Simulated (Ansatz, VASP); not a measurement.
# CoSn in two plane-wave programs, part 2 of 2

Wanted: the spread between two codes on one cell, functional and k mesh. The cell is taken from a series of runs on this material, whose earlier steps may have relaxed, scaled, displaced or heated it; both programs get it as it stands.

VASP 6.6.1 and Ansatz 0.2.0.

So far: Starting point; VASP: relaxation of cell and atoms, PBE.

**3. Ansatz: relaxation of cell and atoms, PBE**

Level of this step: Ansatz beside VASP: Kohn-Sham DFT, plane waves, PBE (Ansatz).

Ansatz runs on its PAW soft_1 files.

The same cell, functional, mesh and smearing now go to Ansatz, which takes its cutoff from its data sets.

input.yaml

```yaml
crystal:
  lattice:
    - [5.2943414171, 0.0, 0.0]
    - [-2.6471707085, 4.5850341635, 0.0]
    - [0.0, 0.0, 4.2357417143]
  atoms:
    - { symbol: Co, position: [0.0, 0.5, 0.0] }
    - { symbol: Co, position: [0.5, 0.5, 0.0] }
    - { symbol: Co, position: [0.5, 0.0, 0.0] }
    - { symbol: Sn, position: [0.6666666667, 0.3333333333, 0.5] }
    - { symbol: Sn, position: [0.3333333333, 0.6666666667, 0.5] }
    - { symbol: Sn, position: [0.0, 0.0, 0.0] }
kpoints:
  mp_grid: { grid: [6, 6, 6] }
hamiltonian:
  xc: pbe
  pseudopotentials: { kind: paw, azcp: { folder: soft_1 } }
scf:
  occupations: { method: methfessel_paxton, width: 0.2 }
output:
  forces: true
  stress: true
  eigenvalues: true
relax:
  adjacent_minimum: "off"
  f_tol: 0.001
  max_steps: 60
  cell: { stress_tol: 0.01 }
```

Started as:

```
ansatz run input.yaml --threads 8 --pin off --max-ram 20480MiB --backend cpu --events-out ev --progress --plain --runs-dir out
```

Numbers of over 12 decimals in the logs are rounded to 6 here.

The log of the run:

```text
Engine: ansatz 0.2.0, aarch64-unknown-linux-gnu
Pseudopotentials: kind: paw
Pseudopotential: Co, paw, valence charge 17, recommended cutoff 420 eV (normal), soft_1/Co.paw.azcp
Pseudopotential: Sn, paw, valence charge 14, recommended cutoff 420 eV (normal), soft_1/Sn.paw.azcp
Functional definition: PBE
  parameter kappa = 0.804
  parameter beta = 0.066725
  exchange = pbe_x(kappa = kappa, mu = beta*pi^2/3)
  correlation = pbe_c(beta = beta)
Crystal: 6 atoms, lattice volume = 102.822 Å³
Basis set: ecut = 420 eV, 2025 PW (Γ), exchange–correlation on 72×72×60 points (8 copies of the dense FFT grid, shifted against one another)
Bands: 56, of which v1, the nominal top of the filled ones, is band 47 counted from 1 (46 counted from 0)
Symmetry: 24 space group operations
Space group: P6/mmm (ITA 191), of the structure as read, at distance tolerance 4.7e-5 Å
k-points: 28 of 216
Non-local potential: Co, projectors of the file, l = 0: 3, l = 1: 2, l = 2: 3, l = 3: 1
Non-local potential: Sn, projectors of the file, l = 0: 2, l = 1: 2, l = 2: 2, l = 3: 1
PAW form: soft (Blöchl's): semilocal exchange-correlation on the pseudo side does not see the compensation charge
PAW one-centre angular grid: Co, 590 points (default); XC on 64 Gauss nodes
PAW one-centre angular grid: Sn, 590 points (default); XC on 64 Gauss nodes
Initial density: superposition of atomic densities (chi_scale 0.1, normalization cell, long waves kept (reshape's long-wave potential 0.00 eV rms))
Initial wavefunctions: pseudopotential atomic-orbital guess
Functional: x = pbe(κ = 0.804, μ = 0.219515), c = pbe(β = 0.066725)
SCF iter   1: F=—  HF=-33459.958297 eV  |F-HF|=—  |Δ(HF+E_count)|=         —  Δρ=2.45e-1  dr2=6.70e1  ethr=3.10e-3  ⟨swp⟩=6.6  Hψ=5836  notcnv=0
preconditioner: auto → Kerker (q_TF=auto, 2.683 Å⁻¹)  [metal: Δε(μ)=0.015 eV  Ē_g=13.778 eV  σ=0.200 eV  W_gap=0.07  n_scr=26 (ndim 8)  ℏωp=30.4 eV  f_vac=0.000  D(μ)=4.94/eV (n_scr^D=44)]
SCF iter   2: F=—  HF=-33454.949515 eV  |F-HF|=—  |Δ(HF+E_count)|=    5.01e0  S|Δr|=    0.00e0  Δρ=9.33e-2  dr2=1.65e1  ethr=3.10e-3  ⟨swp⟩=3.0  Hψ=2608  notcnv=0  defer=76
SCF iter   3: F=—  HF=-33452.355093 eV  |F-HF|=—  |Δ(HF+E_count)|=    2.59e0  S|Δr|=    0.00e0  Δρ=3.63e-2  dr2=3.15e0  ethr=3.10e-3  ⟨swp⟩=2.8  Hψ=2529  notcnv=0  defer=66
SCF iter   4: F=—  HF=-33451.887252 eV  |F-HF|=—  |Δ(HF+E_count)|=   4.68e-1  S|Δr|=    0.00e0  Δρ=1.29e-2  dr2=2.41e-1  ethr=3.10e-3  ⟨swp⟩=2.2  Hψ=2012  notcnv=0  defer=59
SCF iter   5: F=—  HF=-33451.829253 eV  |F-HF|=—  |Δ(HF+E_count)|=   5.80e-2  S|Δr|=    0.00e0  Δρ=5.95e-3  dr2=3.85e-2  ethr=2.59e-4  ⟨swp⟩=2.1  Hψ=1920  notcnv=0  defer=59
SCF iter   6: F=—  HF=-33451.822854 eV  |F-HF|=—  |Δ(HF+E_count)|=   6.40e-3  S|Δr|=    0.00e0  Δρ=2.08e-3  dr2=6.90e-3  ethr=4.14e-5  ⟨swp⟩=2.9  Hψ=3020  notcnv=0  defer=59
SCF iter   7: F=—  HF=-33451.822377 eV  |F-HF|=—  |Δ(HF+E_count)|=   4.77e-4  S|Δr|=    0.00e0  Δρ=1.03e-3  dr2=1.67e-3  ethr=7.42e-6  ⟨swp⟩=2.0  Hψ=1893  notcnv=0  defer=59
SCF iter   8: F=—  HF=-33451.822710 eV  |F-HF|=—  |Δ(HF+E_count)|=   3.33e-4  S|Δr|=    0.00e0  Δρ=4.26e-4  dr2=1.50e-4  ethr=1.80e-6  ⟨swp⟩=2.0  Hψ=1944  notcnv=0  defer=59
SCF iter   9: F=—  HF=-33451.822700 eV  |F-HF|=—  |Δ(HF+E_count)|=   1.03e-5  S|Δr|=    0.00e0  Δρ=1.60e-4  dr2=2.50e-5  ethr=1.61e-7  ⟨swp⟩=2.0  Hψ=2492  notcnv=0  defer=59
SCF iter  10: F=—  HF=-33451.822703 eV  |F-HF|=—  |Δ(HF+E_count)|=   3.20e-6  S|Δr|=    0.00e0  Δρ=4.01e-5  dr2=1.26e-6  ethr=2.69e-8  ⟨swp⟩=2.0  Hψ=2088  notcnv=0  defer=59
SCF iter  11: F=—  HF=-33451.822703 eV  |F-HF|=—  |Δ(HF+E_count)|=   4.74e-8  S|Δr|=    0.00e0  Δρ=1.93e-5  dr2=3.80e-7  ethr=1.35e-9  ⟨swp⟩=2.0  Hψ=2453  notcnv=0  defer=59
SCF iter  12: F=-33451.822703 eV  HF=-33451.822703 eV  |F-HF|=1.63e-8  |Δ(HF+E_count)|=   3.97e-8  S|Δr|=    0.00e0  Δρ=4.79e-6  dr2=4.15e-8  ethr=1.08e-10  ⟨swp⟩=10.2  Hψ=7696  notcnv=0
SCF 1 converged in 12 iterations: F = -33451.822703 eV  dr2 = 4.15e-8
  greatest PAW one-centre occupation: 1.001 electrons in one spin orbital (limit 2), on the Co atom at site 1 (counted from 0), in its partial waves of l = 1
relax step   1: F+E_penalty+E_count = -33451.82270302 eV  Δ(F+E_penalty+E_count) = +0.000e0 eV  max|allowed force component| = 4.934e-17 eV/Å  Δτ_max = 0.0000 Å  P = -0.045 GPa  Ω = 102.822 Å³  (12 SCF iters, dr2 threshold 1.00e-7 eV, accepted)
[...]
relax step   2: F+E_penalty+E_count = -33451.82280277 eV  Δ(F+E_penalty+E_count) = -9.976e-5 eV  max|allowed force component| = 5.551e-17 eV/Å  Δτ_max = 0.0000 Å  P = +0.003 GPa  Ω = 102.782 Å³  energy of the carried Pulay correction = +1.641e-5 eV  (5 SCF iters, dr2 threshold 1.18e-7 eV, accepted)
[...]
relax step   3: F+E_penalty+E_count = -33451.82278060 eV  Δ(F+E_penalty+E_count) = +2.217e-5 eV  max|allowed force component| = 5.551e-17 eV/Å  Δτ_max = 0.0000 Å  P = +0.003 GPa  Ω = 102.782 Å³  stress off target by 3.89e-3 GPa  SCF on the basis re-selected at this cell (its energy is not comparable with the rows above)  (7 SCF iters)
basis re-selected at this cell: Δ(F+E_penalty+E_count) = +2.217e-5 eV, ΔP = -0.000 GPa vs the last step (what re-selecting the basis moved, of the pressure what is left beyond the Pulay correction that the steps carried, after the strain that the cell walked since its last selection, with what the two solves' SCF thresholds leave and, on support functions, any second-order correction that the steps lacked; it is no m [...]
SCF converged after 7 iterations
Stability not checked: this state was not tested for a lower state beside it, because cold or Methfessel-Paxton smearing, or corrected tetrahedra, fill the levels in a way that the test cannot read (fill_not_monotonic; see scf.lower_state_search)
Free energy (F): -33451.822781 eV
Harris-Foulkes:  -33451.822781 eV  (|F-HF|=0.00e0)
Internal energy: -33451.837441 eV  (E = F + TS)
E sigma→0 (E₀):  -33451.826446 eV
Entropy (-TS):   0.014660 eV (2.443 meV/atom)
Fermi energy:    14.642785 eV
--- Per-component energies (eV) ---
  E_band       = -989.309437
  E_kinetic    = 1393.893025
  E_local      = -13390.166112  (includes V_loc(G=0)·N_el)
  E_nonlocal   = 1755.128976
  E_hartree    = 6262.056803
  E_xc         = -654.984416
  E_vxc        = -598.350666  (∫ρ·V_xc dr)
  E_paw        = -17844.807542  (= ΣΔE_a)
  E_vpaw       = -2673.928998  (= ΣTr[D̂ρ^β])
  E_aug_tail   = 0.000800  (compensation charges beyond the density's cutoff)
  E_ewald      = -10972.958975
  E_smearing   = 0.014660  (= −TS)
  E_closure    = 0.000000  (closes the sum)
  Σ components = -33451.822781   (vs F -33451.822781, Δ=0.00e0)
--- Forces (eV/Å), atoms counted from 1 ---
  atom   1  Co    -0.00000000     0.00000000     0.00000000
  atom   2  Co     0.00000000    -0.00000000     0.00000000
  atom   3  Co     0.00000000    -0.00000000     0.00000000
  atom   4  Sn    -0.00000000    -0.00000000     0.00000000
  atom   5  Sn    -0.00000000     0.00000000    -0.00000000
  atom   6  Sn     0.00000000     0.00000000     0.00000000
  max |Σ_I F_I| component: 2.78e-17 eV/Å
--- Stress (GPa, compression-positive) ---
        0.003889       0.000000       0.000000
        0.000000       0.003889      -0.000000
        0.000000      -0.000000       0.000669
  P = ⅓ Tr σ = 0.0028 GPa (0.028 kbar)
--- Band table (eV; the first three rows and the last of 28) ---
  k-point 0: bands = [... 43 lower, 14.2394, 14.2686, 14.2686, 15.1831, 15.2506, 16.0194, 16.0194, 17.5546, ... 5 higher]
  k-point 1: bands = [... 43 lower, 14.2412, 14.2461, 14.2461, 15.1832, 15.2303, 15.6549, 15.6549, 17.3865, ... 5 higher]
  k-point 2: bands = [... 43 lower, 14.2042, 14.2285, 14.2285, 14.6400, 14.6400, 14.8737, 15.1835, 16.4442, ... 5 higher]
  k-point 27: bands = [... 43 lower, 13.9238, 14.0568, 14.0568, 14.1821, 14.5495, 15.9543, 17.9943, 17.9943, ... 5 higher]
--- Relaxed structure (2 steps of the walk, 2 accepted, 1 SCFs on fresh bases) ---
  F+E_penalty+E_count = -33451.82278060 eV   max|allowed force component| = 5.551e-17 eV/Å   (the final SCF, on the basis selected at the relaxed cell)
  cell:  # Å, volume = 102.7823 Å³
    - [5.296135, -2.887720288635381e-11, 0.0]
    - [-2.648067, 4.586587, 0.0]
    - [0.0, 0.0, 4.231261]
  atoms:
    - { symbol: Co, position: [-2.7755575615628914e-17, 0.500000, 0.0] }
    - { symbol: Co, position: [0.5, 0.5, 0.0] }
    - { symbol: Co, position: [0.500000, 0.0, 0.0] }
    - { symbol: Sn, position: [0.666667, 0.333333, 0.5] }
    - { symbol: Sn, position: [0.333333, 0.666667, 0.5] }
    - { symbol: Sn, position: [0, 0, 0.0] }
```

**4. Comparison**

Known differences besides the potentials themselves: the data sets hold 93 valence electrons in Ansatz (on its PAW soft_1 files) and 69 in VASP; the cutoff is 420 eV in Ansatz and 600 eV in VASP; Ansatz adds a Pulay correction to the stress that steers its cell, VASP none. Total energies have different zeros and are not compared.

Compared:

```csv
quantity,Ansatz,VASP,difference
volume (Å³),102.78,102.78,+0.00 %
"edge a after relaxation, in the typed setting (Å)",5.296,5.297,-0.02 %
"edge c after relaxation, in the typed setting (Å)",4.231,4.229,+0.04 %
```

**5. Results**

```json
{
  "difference in edge c after relaxation, in the typed setting (relaxation of cell and atoms, PBE)": "0.045 %"
}
```

In words: The difference in edge c after relaxation, in the typed setting is 0.045 % (relaxation of cell and atoms, PBE), within the 1.2 % picked in this series as the mark of a large difference, as far as the stopping tolerances let one tell. The data sets hold unlike numbers of valence electrons (93 in Ansatz and 69 in VASP), so part of the differences comes from the potentials. How closely two codes agree says nothing of how well the functional describes the real material.

[Lines on the potential files, build, host, timing and source positions are cut from VASP's logs without a mark.]

[Logs are printed without paths, hosts, clocks, repeated set-up lines and the standing remarks that a program may print on its own settings, such as how far it seeks lower states.]

[Hosts, paths, dates, database ids (printed as entryN), source tags and the programs' standing remarks are cut or masked in the printed files.]
